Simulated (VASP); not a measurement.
Input:

```
Ge
1.0
    0.00000     2.81263     2.81263
    2.81263     0.00000     2.81263
    2.81263     2.81263     0.00000
Ge
2
Direct
  0.00000   0.00000   0.00000
  0.25000   0.25000   0.25000
```

These are LDA (Ceperley-Alder, Perdew-Zunger), VASP's LDA PAW potentials (set 64) (plane waves; VASP) values and carry that method's errors. Run with 520 eV cut-off, Gaussian smearing of 0.050 eV, potentials Ge_d.

Task: Predict the band gap (along the path) with the smallest direct gap where there is one.

Result: 
```
Item                                    Value
------------------------------------  -------
band gap (along the path)             0.01 eV
smallest direct gap (along the path)  0.01 eV
```

Only differences to runs with the same potentials and settings are physical.

The compound is Ge in the diamond structure. It was relaxed first.
